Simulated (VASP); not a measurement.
# InSb (F-43m) in VASP: further runs, part 3 of 3

VASP 6.6.1. The steps go on from the part before.

## 5. Band structure, TB-mBJ

The input, POSCAR:

```
InSb                                    
1.0
    0.0000000000      3.2603245817      3.2603245817
    3.2603245817      0.0000000000      3.2603245817
    3.2603245817      3.2603245817      0.0000000000
  In              Sb            
     1     1
Direct
     0.0000000000000000    0.0000000000000000    0.0000000000000000
     0.2500000000000000    0.2500000000000000    0.2500000000000000
```

The input, INCAR.step1:

```
PREC = Accurate
ENCUT = 520
EDIFF = 1E-5
ISMEAR = 0
SIGMA = 0.03
LREAL = False
LASPH = True
NELM = 80
ALGO = Normal
ISIF = 2
LWAVE = True
LCHARG = False
NBANDS = 16
GGA = PE
```

The input, INCAR.step2:

```
PREC = Accurate
ENCUT = 520
EDIFF = 1E-7
ISMEAR = 0
SIGMA = 0.03
LREAL = False
LASPH = True
NELM = 80
ALGO = Normal
ISIF = 2
LWAVE = False
LCHARG = False
METAGGA = MBJ
NBANDS = 16
ISTART = 1
```

The input, KPOINTS:

```
regular mesh
0
Gamma
  10 10 10
```

KPOINTS_OPT is that of step 4.

On the command line:

```bash
$ cat potpaw_PBE.64/In_d/POTCAR potpaw_PBE.64/Sb/POTCAR > POTCAR
$ cp INCAR.step1 INCAR
$ mpirun -np 1 vasp_std > vasp.out
$ cp INCAR.step2 INCAR
$ mpirun -np 1 vasp_std > vasp.out
```

It took 3.8 min on 1 thread of Intel Xeon Platinum 8375C at 2.90GHz (Ice Lake), shared host; peak memory 0.27 GiB.

The run converged. Its results:

```yaml
Band_gap_on_the_k_mesh: 0.39 eV, direct
Band_gap_along_the_path: 0.39 eV, direct
```

Levels at the corners of the path, in eV from the valence-band top:
```
point  band 6  band 7  band 8  band 9  band 10  band 11  band 12  band 13
    Γ  -10.38    0.00    0.00    0.00     0.39     3.28     3.28     3.28
    X   -8.53   -5.52   -2.08   -2.08     1.77     1.89     8.45     8.46
    X   -8.53   -5.52   -2.08   -2.08     1.77     1.89     8.45     8.46
    W   -8.51   -5.41   -2.61   -2.46     3.75     4.33     4.66     5.34
    W   -8.51   -5.41   -2.61   -2.46     3.75     4.33     4.66     5.34
    K   -8.57   -5.39   -2.83   -1.75     2.08     4.04     6.65     6.67
    K   -8.57   -5.39   -2.83   -1.75     2.08     4.04     6.65     6.67
    Γ  -10.38    0.00    0.00    0.00     0.39     3.28     3.28     3.28
    Γ  -10.38    0.00    0.00    0.00     0.39     3.28     3.28     3.28
    L   -9.10   -5.23   -0.92   -0.92     1.04     4.10     4.10     6.83
    L   -9.10   -5.23   -0.92   -0.92     1.04     4.10     4.10     6.83
    U   -8.57   -5.39   -2.83   -1.75     2.08     4.04     6.65     6.67
    U   -8.57   -5.39   -2.83   -1.75     2.08     4.04     6.65     6.67
    W   -8.51   -5.41   -2.61   -2.46     3.75     4.33     4.66     5.34
    W   -8.51   -5.41   -2.61   -2.46     3.75     4.33     4.66     5.34
    L   -9.10   -5.23   -0.92   -0.92     1.04     4.10     4.10     6.83
    L   -9.10   -5.23   -0.92   -0.92     1.04     4.10     4.10     6.83
    K   -8.57   -5.39   -2.83   -1.75     2.08     4.04     6.65     6.67
    U   -8.57   -5.39   -2.83   -1.75     2.08     4.04     6.65     6.67
    X   -8.53   -5.52   -2.08   -2.08     1.77     1.89     8.45     8.46
```

Caveat: the PAW data sets were made with another functional, which shifts forces and pressure a little; spin-orbit coupling is left out, which moves the levels of the heavy elements.

## 6. Band structure, TB-mBJ, spin-orbit coupling, no magnetisation

POSCAR is that of step 5.

INCAR.step1: that of step 5 with these lines changed.

```diff
@@ -12,3 +12,7 @@
 LCHARG = False
-NBANDS = 16
+MAGMOM = 0 0 0 0 0 0
+LORBIT = 11
+LSORBIT = True
+GGA_COMPAT = False
+NBANDS = 32
 GGA = PE
```

INCAR.step2: that of step 5 with these lines changed.

```diff
@@ -12,4 +12,8 @@
 LCHARG = False
+MAGMOM = 0 0 0 0 0 0
+LORBIT = 11
+LSORBIT = True
+GGA_COMPAT = False
 METAGGA = MBJ
-NBANDS = 16
+NBANDS = 32
 ISTART = 1
```

The input, KPOINTS:

```
regular mesh
0
Gamma
  6 6 6
```

KPOINTS_OPT is that of step 5.

Potentials or basis: VASP PAW PBE potentials, release 64 (In_d, Sb).

On the command line:

```bash
$ cat potpaw_PBE.64/In_d/POTCAR potpaw_PBE.64/Sb/POTCAR > POTCAR
$ cp INCAR.step1 INCAR
$ mpirun -np 1 vasp_ncl > vasp.out
$ cp INCAR.step2 INCAR
$ mpirun -np 1 vasp_ncl > vasp.out
```

Run time: 20 min. Hardware: 1 thread of Intel Xeon Platinum 8375C at 2.90GHz (Ice Lake), shared host; peak memory 0.47 GiB.

Results (log left out):

```
Valence electrons inside the program's atomic spheres : In 11.41; Sb 2.48
```

Caveat: the PAW data sets were made with another functional, which shifts forces and pressure a little.

## 7. Band structure, LDA

The input, INCAR:

```
PREC = Accurate
ENCUT = 520
EDIFF = 1E-7
ISMEAR = 0
SIGMA = 0.03
LREAL = False
LASPH = True
NELM = 80
ALGO = Normal
ISIF = 2
LWAVE = False
LCHARG = False
NBANDS = 16
```

The input, KPOINTS:

```
regular mesh
0
Gamma
  10 10 10
```

POSCAR is that of step 6.

KPOINTS_OPT is that of step 6.

Potentials or basis: VASP PAW LDA potentials, release 64 (In_d, Sb).

On the command line:

```bash
$ cat potpaw_LDA.64/In_d/POTCAR potpaw_LDA.64/Sb/POTCAR > POTCAR
$ mpirun -np 1 vasp_std > vasp.out
```

Run time: 1.9 min. Hardware: 1 thread of Intel Xeon Platinum 8375C at 2.90GHz (Ice Lake), shared host; peak memory 0.23 GiB.

Results (log left out):

```yaml
Free_energy: -8.2070 eV
Pressure: -1.3 GPa
Band_gap_along_the_path: none (metal or under the smearing width)
```

Levels at the corners of the path, in eV from the Fermi level:
```
point  band 7  band 8  band 9  band 10  band 11  band 12
    Γ   -0.48   -0.01   -0.01    -0.01     2.90     2.90
    X   -5.90   -2.22   -2.22     1.25     1.27     7.92
    X   -5.90   -2.22   -2.22     1.25     1.27     7.92
    W   -5.80   -2.81   -2.69     3.36     3.90     4.09
    W   -5.80   -2.81   -2.69     3.36     3.90     4.09
    K   -5.78   -3.07   -1.88     1.53     3.58     6.08
    K   -5.78   -3.07   -1.88     1.53     3.58     6.08
    Γ   -0.48   -0.01   -0.01    -0.01     2.90     2.90
    Γ   -0.48   -0.01   -0.01    -0.01     2.90     2.90
    L   -5.60   -0.99   -0.99     0.38     3.75     3.75
    L   -5.60   -0.99   -0.99     0.38     3.75     3.75
    U   -5.78   -3.07   -1.88     1.53     3.58     6.08
    U   -5.78   -3.07   -1.88     1.53     3.58     6.08
    W   -5.80   -2.81   -2.69     3.36     3.90     4.09
    W   -5.80   -2.81   -2.69     3.36     3.90     4.09
    L   -5.60   -0.99   -0.99     0.38     3.75     3.75
    L   -5.60   -0.99   -0.99     0.38     3.75     3.75
    K   -5.78   -3.07   -1.88     1.53     3.58     6.08
    U   -5.78   -3.07   -1.88     1.53     3.58     6.08
    X   -5.90   -2.22   -2.22     1.25     1.27     7.92
```

Caveat: spin-orbit coupling is left out, which moves the levels of the heavy elements; this crystal is a semiconductor, whose small gap the functional closes, so the metal is an error of the method.

## 8. Summary

| level | potentials or basis | spin | k mesh | gap on the mesh (eV) | pressure (GPa) |
| --- | --- | --- | --- | --- | --- |
| PBEsol | VASP PAW PBE potentials, release 64 (In_d, Sb) | off | 10 × 10 × 10 | - | 0.0 |
| PBEsol | VASP PAW PBE potentials, release 64 (In_d, Sb) | SOC, no magnetisation | 6 × 6 × 6 | - | 0.1 |
| r2SCAN | VASP PAW PBE potentials, release 64 (In_d, Sb) | off | 10 × 10 × 10 | 0.12 | 0.7 |
| TB-mBJ | VASP PAW PBE potentials, release 64 (In_d, Sb) | off | 10 × 10 × 10 | 0.39 | - |
| TB-mBJ | VASP PAW PBE potentials, release 64 (In_d, Sb) | SOC, no magnetisation | 6 × 6 × 6 | - | - |
| LDA | VASP PAW LDA potentials, release 64 (In_d, Sb) | off | 10 × 10 × 10 | - | -1.3 |

Alike in all rows: task band structure; cell as given; cutoff (eV) 520; smearing gaussian 0.03 eV.

Caveats: the PAW data sets were made with another functional, which shifts forces and pressure a little (some runs); spin-orbit coupling is left out, which moves the levels of the heavy elements (some runs); this crystal is a semiconductor, whose small gap the functional closes, so the metal is an error of the method (some runs).

Absolute energies hang on the potentials; compare differences alone.

## 9. How close it comes

Step 2. A measured gap of InSb is 0.24 eV (quoted in “Electronic Structure and Epitaxy of CdTe Shells on InSb Nanowires”, 2021, arxiv:2111.05126); the calculated 0.00 eV misses it by -0.24 eV. Spin-orbit coupling on In, Sb is left out. The value is that of PBEsol, without temperature or zero-point motion. Semilocal functionals fall short of measured gaps as a rule.

Step 4. Measured gap of InSb: 0.24 eV (quoted in “Electronic Structure and Epitaxy of CdTe Shells on InSb Nanowires”, 2021, arxiv:2111.05126). This calculation gives 0.12 eV (-0.12 eV). Spin-orbit coupling on In, Sb is left out. The value is that of r2SCAN, without temperature or zero-point motion.

Step 5. Measured gap of InSb: 0.24 eV (quoted in “Electronic Structure and Epitaxy of CdTe Shells on InSb Nanowires”, 2021, arxiv:2111.05126). This calculation gives 0.39 eV (+0.15 eV). Spin-orbit coupling on In, Sb is left out. The value is that of TB-mBJ, without temperature or zero-point motion.

Step 7. A measured gap of InSb is 0.24 eV (quoted in “Electronic Structure and Epitaxy of CdTe Shells on InSb Nanowires”, 2021, arxiv:2111.05126); the calculated 0.00 eV misses it by -0.24 eV. Spin-orbit coupling on In, Sb is left out. The value is that of LDA, without temperature or zero-point motion. Semilocal functionals fall short of measured gaps as a rule.
